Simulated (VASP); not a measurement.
Method: PBE GGA, VASP's PBE PAW potentials (set 64) (plane waves; VASP 6.6.1).

Input for VASP

INCAR:
```
SYSTEM = Hf16CO
PREC = Normal; ENCUT = 400; LREAL = F
LASPH = T
EDIFF = 1E-5; NELM = 100; NELMIN = 4
ALGO = Normal; LMAXMIX = 6
ISMEAR = 1; SIGMA = 0.1
GGA = PE
IBRION = 2; NSW = 120; ISIF = 2
EDIFFG = -0.03
LWAVE = T; LCHARG = F
DIPOL = 0.5 0.5 0.5
LDIPOL = T; IDIPOL = 3
```

KPOINTS:
```
Automatic mesh
0
Gamma
5 5 1
0 0 0
```

### POSCAR
```
Hf16CO
1.0
  6.3898045719   0.0000000000   0.0000000000
  3.1949022860   5.5337330082   0.0000000000
  0.0000000000   0.0000000000  21.5389683049
Hf C O
16 1 1
Direct
  0.8346176243   0.3326906878   0.3300215022
  0.3326906878   0.3326906878   0.3300215022
  0.8333330000   0.8333330000   0.3293540057
  0.3326906878   0.8346176243   0.3300215022
  0.9997454592   0.9997454592   0.4379130973
  0.5005090816   0.9997454592   0.4379130973
  0.9997454592   0.5005090816   0.4379130973
  0.5000000000   0.5000000000   0.4380852162
  0.8360604375   0.3319692812   0.5626064483
  0.3319692812   0.3319692812   0.5626064483
  0.8333330000   0.8333330000   0.5597215761
  0.3319692812   0.8360604375   0.5626064483
  0.9960250579   0.9960250579   0.6717474437
  0.5079498842   0.9960250579   0.6717474437
  0.9960250579   0.5079498842   0.6717474437
  0.5000000000   0.5000000000   0.6718585873
  0.1666670000   0.1666670000   0.7411426072
  0.1666670000   0.1666670000   0.7974445330
```

POTCAR, in this order: Hf C O (PBE.64 set). Program: vasp_std.

Output

**OUTCAR**
```
 ion  position               nearest neighbor table
   1  0.835  0.333  0.330-   5 2.97   7 2.97   8 2.97   4 3.18   2 3.18   3 3.19   3 3.19   4 3.21
                             2 3.21
   2  0.333  0.333  0.330-   6 2.97   7 2.97   8 2.97   4 3.18   1 3.18   3 3.19   3 3.19   4 3.21
                             1 3.21
   3  0.833  0.833  0.329-   7 2.98   6 2.98   5 2.98   1 3.19   2 3.19   2 3.19   1 3.19   4 3.19
                             4 3.19
   4  0.333  0.835  0.330-   5 2.97   6 2.97   8 2.97   1 3.18   2 3.18   3 3.19   3 3.19   1 3.21
                             2 3.21
   5  1.000  1.000  0.438-   1 2.97   4 2.97   3 2.98   7 3.19   6 3.19   8 3.19   8 3.19   7 3.20
                             6 3.20  11 3.21   9 3.25  12 3.25
   6  0.501  1.000  0.438-   2 2.97   4 2.97   3 2.98   7 3.19   5 3.19   8 3.19   8 3.19   7 3.20
                             5 3.20  11 3.21  10 3.25  12 3.25
   7  1.000  0.501  0.438-   2 2.97   1 2.97   3 2.98   6 3.19   5 3.19   8 3.19   8 3.19   6 3.20
                             5 3.20  11 3.21  10 3.25   9 3.25
   8  0.500  0.500  0.438-   4 2.97   1 2.97   2 2.97   5 3.19   6 3.19   5 3.19   6 3.19   7 3.19
                             7 3.19  12 3.26   9 3.26  10 3.26
   9  0.836  0.332  0.563-  13 3.00  15 3.00  16 3.00  12 3.17  10 3.17  11 3.20  11 3.20  12 3.22
                            10 3.22   5 3.25   7 3.25   8 3.26
  10  0.332  0.332  0.563-  14 3.00  15 3.00  16 3.00  12 3.17   9 3.17  11 3.20  11 3.20  12 3.22
                             9 3.22   6 3.25   7 3.25   8 3.26
  11  0.833  0.833  0.560-  15 3.01  14 3.01  13 3.01  10 3.20   9 3.20   9 3.20  10 3.20  12 3.20
                            12 3.20   7 3.21   6 3.21   5 3.21
  12  0.332  0.836  0.563-  13 3.00  14 3.00  16 3.00   9 3.17  10 3.17  11 3.20  11 3.20   9 3.22
                            10 3.22   5 3.25   6 3.25   8 3.26
  13  0.996  0.996  0.672-  17 2.41   9 3.00  12 3.00  11 3.01  15 3.12  14 3.12  16 3.20  16 3.20
                            15 3.27  14 3.27
  14  0.508  0.996  0.672-  17 2.41  10 3.00  12 3.00  11 3.01  15 3.12  13 3.12  16 3.20  16 3.20
                            15 3.27  13 3.27
  15  0.996  0.508  0.672-  17 2.41  10 3.00   9 3.00  11 3.01  14 3.12  13 3.12  16 3.20  16 3.20
                            14 3.27  13 3.27
  16  0.500  0.500  0.672-  12 3.00   9 3.00  10 3.00  13 3.20  14 3.20  13 3.20  14 3.20  15 3.20
                            15 3.20
  17  0.167  0.167  0.741-  18 1.21  15 2.41  14 2.41  13 2.41
  18  0.167  0.167  0.797-  17 1.21
  LATTYP: Found a hexagonal cell.
 ALAT       =     6.3898045059
 C/A-ratio  =     3.3708336906
 Subroutine PRICEL returns:
 Original cell was already a primitive cell.
 Subroutine GETGRP returns: Found  6 space group operations
The static configuration has the point symmetry C_1h.
 The point group associated with its full space group is C_3v.
The dynamic configuration has the point symmetry C_1h.
 Subroutine INISYM returns: Found  6 space group operations
 Subroutine IBZKPT returns following result:
 Found      5 irreducible k-points:

 Following reciprocal coordinates:
            Coordinates               Weight
  0.000000  0.000000  0.000000      1.000000
  0.200000  0.000000  0.000000      6.000000
  0.400000  0.000000  0.000000      6.000000
  0.400000  0.200000  0.000000      6.000000
 -0.400000  0.200000  0.000000      6.000000
   k-points           NKPTS =      5   k-points in BZ     NKDIM =      5   number of bands    NBANDS=     47
   number of dos      NEDOS =    301   number of ions     NIONS =     18
   total plane-waves  NPLWV = 110592
   dimension x,y,z NGX =    32 NGY =   32 NGZ =  108
   dimension x,y,z NGXF=    64 NGYF=   64 NGZF=  216
   ions per type =              16   1   1
   PREC   = normal    normal or accurate (medium, high low for compatibility)
   ISTART =      0    job   : 0-new  1-cont  2-samecut
   ICHARG =      2    charge: 1-file 2-atom 10-const
   ISPIN  =      1    spin polarized calculation?
   LNONCOLLINEAR =      F non collinear calculations
   LSORBIT =      F    spin-orbit coupling
   INIWAV =      1    electr: 0-lowe 1-rand  2-diag
   ENCUT  =  400.0 eV  29.40 Ry    5.42 a.u.  10.42 10.42 35.12*2*pi/ulx,y,z
   NELM   =    100;   NELMIN=  4; NELMDL= -5     # of ELM steps
   EDIFF  = 0.1E-04   stopping-criterion for ELM
   LREAL  =      F    real-space projection
   NLSPLINE    = F    spline interpolate recip. space projectors
   LMAXMIX     =    6 max onsite mixed and CHGCAR
   VOSKOWN=      0    Vosko Wilk Nusair interpolation
...
```

**OSZICAR**
```
       N       E                     dE             d eps       ncg     rms          rms(c)
DAV:   1     0.232502488641E+03    0.23250E+03   -0.21722E+04   478   0.964E+02
DAV:   2    -0.128851228008E+03   -0.36135E+03   -0.34935E+03   708   0.181E+02
DAV:   3    -0.174975551255E+03   -0.46124E+02   -0.44570E+02   575   0.666E+01
DAV:   4    -0.181215228729E+03   -0.62397E+01   -0.59658E+01   836   0.178E+01
DAV:   5    -0.181659428313E+03   -0.44420E+00   -0.42400E+00   804   0.460E+00    0.379E+01
DAV:   6    -0.213179860225E+03   -0.31520E+02   -0.34518E+02   828   0.383E+01    0.296E+01
DAV:   7    -0.230221100337E+03   -0.17041E+02   -0.14185E+03   905   0.658E+01    0.359E+01
DAV:   8    -0.172366148821E+03    0.57855E+02   -0.36966E+02   764   0.491E+01    0.170E+01
DAV:   9    -0.167463531537E+03    0.49026E+01   -0.10247E+02   756   0.214E+01    0.724E+00
DAV:  10    -0.168655124986E+03   -0.11916E+01   -0.27618E+01   812   0.120E+01    0.489E+00
DAV:  11    -0.168425749759E+03    0.22938E+00   -0.43995E+00   756   0.496E+00    0.386E+00
DAV:  12    -0.168427568819E+03   -0.18191E-02   -0.59556E-01   740   0.181E+00    0.345E+00
DAV:  13    -0.168319362004E+03    0.10821E+00   -0.14447E+00   844   0.258E+00    0.244E+00
DAV:  14    -0.168207678056E+03    0.11168E+00   -0.49158E-01   684   0.189E+00    0.121E+00
DAV:  15    -0.168185914047E+03    0.21764E-01   -0.17250E-01   740   0.119E+00    0.136E+00
DAV:  16    -0.168169878412E+03    0.16036E-01   -0.72680E-02   732   0.744E-01    0.872E-01
DAV:  17    -0.168164358082E+03    0.55203E-02   -0.33325E-02   780   0.461E-01    0.522E-01
DAV:  18    -0.168155011216E+03    0.93469E-02   -0.41715E-02   820   0.470E-01    0.132E-01
DAV:  19    -0.168155258238E+03   -0.24702E-03   -0.60706E-03   668   0.224E-01    0.180E-01
DAV:  20    -0.168155480046E+03   -0.22181E-03   -0.10872E-03   772   0.846E-02    0.147E-01
DAV:  21    -0.168154861945E+03    0.61810E-03   -0.14718E-03   756   0.989E-02    0.629E-02
DAV:  22    -0.168154896926E+03   -0.34981E-04   -0.68832E-04   780   0.640E-02    0.457E-02
DAV:  23    -0.168154928776E+03   -0.31850E-04   -0.30575E-04   700   0.445E-02    0.351E-02
DAV:  24    -0.168155039268E+03   -0.11049E-03   -0.14218E-04   748   0.303E-02    0.235E-02
DAV:  25    -0.168155194765E+03   -0.15550E-03   -0.56992E-05   524   0.210E-02    0.168E-02
DAV:  26    -0.168155306291E+03   -0.11153E-03   -0.42389E-05   500   0.174E-02    0.109E-02
DAV:  27    -0.168155418384E+03   -0.11209E-03   -0.96796E-06   380   0.117E-02    0.587E-03
DAV:  28    -0.168155493278E+03   -0.74894E-04   -0.57109E-06   372   0.727E-03    0.478E-03
DAV:  29    -0.168155533120E+03   -0.39842E-04   -0.34082E-06   348   0.548E-03    0.277E-03
DAV:  30    -0.168155547904E+03   -0.14784E-04   -0.23541E-06   348   0.417E-03    0.221E-03
DAV:  31    -0.168155550783E+03   -0.28784E-05   -0.11257E-06   340   0.324E-03
   1 F= -.16815555E+03 E0= -.16815753E+03  d E =-.168156E+03
       N       E                     dE             d eps       ncg     rms          rms(c)
DAV:   1    -0.168153640612E+03    0.19073E-02   -0.25506E-01   540   0.186E+00    0.224E-01
DAV:   2    -0.168173685289E+03   -0.20045E-01   -0.72282E-02   796   0.734E-01    0.707E-01
DAV:   3    -0.168153692220E+03    0.19993E-01   -0.68412E-02   796   0.680E-01    0.125E-01
DAV:   4    -0.168153963376E+03   -0.27116E-03   -0.85490E-03   788   0.263E-01    0.974E-02
DAV:   5    -0.168153525388E+03    0.43799E-03   -0.18907E-03   764   0.125E-01    0.398E-02
DAV:   6    -0.168153495453E+03    0.29935E-04   -0.49143E-04   804   0.625E-02    0.309E-02
DAV:   7    -0.168153491467E+03    0.39860E-05   -0.92944E-05   668   0.308E-02
   2 F= -.16815349E+03 E0= -.16815538E+03  d E =0.205932E-02
       N       E                     dE             d eps       ncg     rms          rms(c)
DAV:   1    -0.168155785069E+03   -0.22896E-02   -0.17459E-01   512   0.153E+00    0.186E-01
DAV:   2    -0.168178408801E+03   -0.22624E-01   -0.75306E-02   828   0.730E-01    0.773E-01
DAV:   3    -0.168155305046E+03    0.23104E-01   -0.75208E-02   820   0.669E-01    0.100E-01
DAV:   4    -0.168155861549E+03   -0.55650E-03   -0.54549E-03   732   0.222E-01    0.778E-02
DAV:   5    -0.168155655458E+03    0.20609E-03   -0.13012E-03   748   0.106E-01    0.304E-02
DAV:   6    -0.168155648681E+03    0.67769E-05   -0.33970E-04   804   0.498E-02    0.233E-02
DAV:   7    -0.168155640091E+03    0.85900E-05   -0.58728E-05   580   0.252E-02
   3 F= -.16815564E+03 E0= -.16815757E+03  d E =-.893082E-04
```

File OUTCAR:
```
------------------------ aborting loop because EDIFF is reached ----------------------------------------
  FORCE on cell =-STRESS in cart. coord.  units (eV):
  Direction    XX          YY          ZZ          XY          YZ          ZX
  --------------------------------------------------------------------------------------
  Total       -3.8709695     -3.8709694     -0.7938308     -0.0000000     -0.0000000      0.0000000
  in kB       -8.1432854     -8.1432851     -1.6699669     -0.0000000     -0.0000000      0.0000000
  external PRESSURE =      -5.9855125 kB  Pullay stress =       0.0000000 kB
  volume of cell :      761.61
      direct lattice vectors                 reciprocal lattice vectors
     6.389804572  0.000000000  0.000000000     0.156499309 -0.090354919  0.000000000
     3.194902286  5.533733008  0.000000000     0.000000000  0.180709839  0.000000000
     0.000000000  0.000000000 21.538968305     0.000000000  0.000000000  0.046427479
 POSITION                                       TOTAL-FORCE (eV/Angst)
 -----------------------------------------------------------------------------------
      6.39591      1.84105      7.10822        -0.005757      0.003324     -0.011124
      3.18879      1.84105      7.10822         0.005757      0.003324     -0.011124
      7.98725      4.61144      7.09407         0.000000     -0.000000      0.014404
      4.79235      4.61850      7.10822        -0.000000     -0.006648     -0.011124
      9.58235      5.53237      9.43221         0.009485      0.005476      0.001267
      6.39216      5.53237      9.43221        -0.009485      0.005476      0.001267
      7.98726      2.76959      9.43221        -0.000000     -0.010953      0.001267
      4.79235      2.76687      9.43599         0.000000     -0.000000      0.009615
      6.40285      1.83704     12.11807        -0.002380      0.001374      0.011798
      3.18185      1.83704     12.11807         0.002380      0.001374      0.011798
      7.98725      4.61144     12.05588         0.000000     -0.000000      0.006087
      4.79235      4.62651     12.11807        -0.000000     -0.002749      0.011798
      9.54660      5.51173     14.46870        -0.002413     -0.001393     -0.008132
      6.42791      5.51173     14.46870         0.002413     -0.001393     -0.008132
      7.98726      2.81086     14.46870         0.000000      0.002786     -0.008132
      4.79235      2.76687     14.47115         0.000000     -0.000000      0.002050
      1.59745      0.92229     15.96418         0.000000     -0.000000     -0.014060
      1.59745      0.92229     17.17521         0.000000     -0.000000      0.000477
 -----------------------------------------------------------------------------------
    total drift:                               -0.000581     -0.000336     -0.004487
  FREE ENERGIE OF THE ION-ELECTRON SYSTEM (eV)
  ---------------------------------------------------
  free  energy   TOTEN  =      -168.1556400911 eV

  energy  without entropy=     -168.1614196621  energy(sigma->0) =     -168.15756661

 reached required accuracy - stopping structural energy minimisation
```
(Selected blocks of OUTCAR.)

File CONTCAR:
```
Hf16CO
   1.00000000000000
     6.3898045719000001    0.0000000000000000    0.0000000000000000
     3.1949022860000000    5.5337330081999996    0.0000000000000000
     0.0000000000000000    0.0000000000000000   21.5389683048999991
  Hf              C               O
    16     1     1
Direct
     0.8346075850996093    0.3326957074001993    0.3300168184851537
     0.3326957074001993    0.3326957074001993    0.3300168184851537
     0.8333330000000032    0.8333330000000032    0.3293597919780109
     0.3326957074001993    0.8346075850996093    0.3300168184851537
     0.9997542241816357    0.9997542241816357    0.4379136904355614
     0.5004915516367285    0.9997542241816357    0.4379136904355614
     0.9997542241816357    0.5004915516367285    0.4379136904355614
     0.5000000000000000    0.5000000000000000    0.4380893997535161
     0.8360562069503039    0.3319713964748520    0.5626113159348053
     0.3319713964748520    0.3319713964748520    0.5626113159348053
     0.8333330000000032    0.8333330000000032    0.5597242780050916
     0.3319713964748520    0.8360562069503039    0.5626113159348053
     0.9960246540607970    0.9960246540607970    0.6717452729556297
     0.5079506918784060    0.9960246540607970    0.6717452729556297
     0.9960246540607970    0.5079506918784060    0.6717452729556297
     0.5000000000000000    0.5000000000000000    0.6718589723014623
     0.1666669999999968    0.1666669999999968    0.7411767651123832
     0.1666669999999968    0.1666669999999968    0.7974014994160706
```

At this cut-off the stress carries a Pulay error, which pulls relaxed volumes low.

The cell is a thin slab with vacuum, built from Hf (hcp): (001) face, CO adsorbed.
